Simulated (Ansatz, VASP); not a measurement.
# One calculation of Ge7Os, two programs

INCAR

```
  PREC = Accurate
  ENCUT = 520
  EDIFF = 1E-6
  ISMEAR = 0
  SIGMA = 0.1
  LREAL = F
  LASPH = T
  NELM = 100
  ALGO = Normal
  ISIF = 2
  LWAVE = F
  LCHARG = T
  GGA = PE
  LELF = T
  LVHAR = T
  NBANDS = 63
```

The input KPOINTS:

```
regular mesh
0
Gamma
  4 4 4
```

POSCAR

```
Ge7Os
1.0
    0.0000000000      4.1321451500      4.1321451500
    4.1321451500      0.0000000000      4.1321451500
    4.1321451500      4.1321451500      0.0000000000
Ge Os
7 1
Direct
    0.5000000000      0.5000000000      0.5000000000
    0.5000000000      0.0000000000      0.0000000000
    0.5000000000      0.0000000000      0.5000000000
    0.0000000000      0.5000000000      0.5000000000
    0.0000000000      0.5000000000      0.0000000000
    0.5000000000      0.5000000000      0.0000000000
    0.0000000000      0.0000000000      0.5000000000
    0.0000000000      0.0000000000      0.0000000000
```

Input for Ansatz:

```yaml
crystal:
  lattice:
    - [0.0, 4.13214515, 4.13214515]
    - [4.13214515, 0.0, 4.13214515]
    - [4.13214515, 4.13214515, 0.0]
  atoms:
    - { symbol: Ge, position: [0.5, 0.5, 0.5] }
    - { symbol: Ge, position: [0.5, 0.0, 0.0] }
    - { symbol: Ge, position: [0.5, 0.0, 0.5] }
    - { symbol: Ge, position: [0.0, 0.5, 0.5] }
    - { symbol: Ge, position: [0.0, 0.5, 0.0] }
    - { symbol: Ge, position: [0.5, 0.5, 0.0] }
    - { symbol: Ge, position: [0.0, 0.0, 0.5] }
    - { symbol: Os, position: [0.0, 0.0, 0.0] }
basis:
  ecutwfc: 420
kpoints:
  mp_grid: { grid: [4, 4, 4] }
hamiltonian:
  xc: pbe
scf:
  occupations: { method: gaussian, width: 0.1 }
  lower_state_search: "off"
output:
  forces: true
  stress: true
  eigenvalues: true
```

Change from the starting cell: species swapped into the CuPt7 type (Fm-3m, No. 225).

Alike in both runs: task single point; functional PBE; k mesh 4 × 4 × 4; occupations gaussian, width 0.1 eV; no spin polarisation.

|  | VASP | Ansatz |
| --- | --- | --- |
| version | VASP 6.6.1 | Ansatz 0.2.0 |
| potentials or method | VASP PAW PBE potentials, release 64 (Ge_d, Os) | scalar-relativistic, plane waves, PAW |
| plane-wave cutoff (eV) | 520 | 420 |
| valence electrons in the cell | 106 | 114 |

Ansatz gave:

- gap on the k mesh at the Fermi level (eV): none
- pressure (GPa): 0.0

**Question.** Estimate VASP's values.

**Answer.** gap on the k mesh at the Fermi level (eV): none; pressure (GPa): -0.2.

A gap of «none» marks a metal or a gap that the smearing closes. The two sets of potentials don't hold the same shells in valence.

Spin-orbit coupling is left out, which matters for the levels of Os.
